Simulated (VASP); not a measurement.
A convergence study with VASP on CdI₂ (1T layered): one setting is varied, all else stays as given below, so the limit is that of these other settings.

```
CdI2
1.0
    2.12000    -3.67195     0.00000
    2.12000     3.67195     0.00000
    0.00000     0.00000     6.86000
Cd I
1 2
Direct
  0.00000   0.00000   0.00000
  0.33333   0.66667   0.24900
  0.66667   0.33333   0.75100
```

Computed with PBE GGA, VASP's PBE PAW potentials (set 64) (plane waves; VASP). The tightest run used: 600 eV cut-off, 5×5×3 Γ-centred mesh, Gaussian smearing of 0.010 eV, potentials Cd I.

Problem. The settings run are ENCUT = 200; ENCUT = 300; ENCUT = 400; ENCUT = 500; ENCUT = 600. From which on does the highest Γ mode stay within 1 cm⁻¹ of the tightest run?

Solution. From ENCUT = 300 on: it is off by 0.6 there and by no more than 1 in any finer run, while ENCUT = 200 is off by 1.3.
| setting | highest Γ mode (cm⁻¹) | plane waves | difference judged (cm⁻¹) |
|---|---|---|---|
| ENCUT = 200 | 137.0 | 700 | 1.3 |
| ENCUT = 300 | 135.1 | 1271 | 0.6 |
| ENCUT = 400 | 135.8 | 1951 | 0.1 |
| ENCUT = 500 | 135.6 | 2731 | 0.1 |
| ENCUT = 600 | 135.7 | 3609 | 0.0 |

Left out are rungs that failed or repeat a setting and relaxations that didn't move; long series are thinned to 24 rows.

The compound is CdI2 in the 1T layered structure. The cell was not relaxed at this level.
